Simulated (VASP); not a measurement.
Here is the system:

```
CELL_PARAMETERS angstrom
      0.00000     2.74383     2.74383
      2.74383     0.00000     2.74383
      2.74383     2.74383     0.00000
ATOMIC_POSITIONS crystal
  Ca 0.00000 0.00000 0.00000
  Se 0.50000 0.50000 0.50000
```

All values below come from PBE GGA, VASP's PBE PAW potentials (set 64) (plane waves; VASP). Numerical set-up: 500 eV cut-off, 8×8×8 Γ-centred mesh, Gaussian smearing of 0.050 eV, potentials Ca_sv Se.

Predict the energy per atom (σ→0), pressure, band gap (on the k-mesh) with the smallest direct gap where there is one.

- band gap (on the k-mesh) = 1.29 eV
- smallest direct gap (on the k-mesh) = 2.44 eV
- energy per atom (σ→0) = -4.446 eV/atom
- pressure = 19.97 GPa

Total energies compare only between runs with the same potentials, cut-off and functional.

The compound is CaSe in the rock salt structure. It was relaxed first under an external pressure of 20 GPa.
